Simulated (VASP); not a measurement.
Here is the system:

```xyz
2
Lattice="3.3897 0.0000 0.0000 0.0000 3.3897 0.0000 0.0000 0.0000 3.3897" Properties=species:S:1:pos:R:3 pbc="T T T"
Pd     0.0000     0.0000     0.0000
Te     1.6948     1.6948     1.6948
```

These are PBEsol GGA, VASP's PBE PAW potentials (set 64) (plane waves; VASP) values and carry that method's errors. Run with 400 eV cut-off, 12×12×12 Γ-centred mesh, tetrahedra with Blöchl corrections, potentials Pd Te.

### Question
The job: PdTe (relaxed from the CsCl type structure, space group Pm-3m), 2 atoms, PBEsol, static run, 400 eV, 12×12×12 Γ-centred mesh. Roughly how much core time does it take on a busy server core?

### Answer
About 20 core-seconds (one run on a shared machine, a rough figure). It had 84 irreducible k-points, 12 bands, up to 739 plane waves and 22 electronic steps.

The structure was generated: PdTe was put into the CsCl type type (Pm-3m), which need not be its known phase. It was relaxed first, which changed the volume by -17 %.
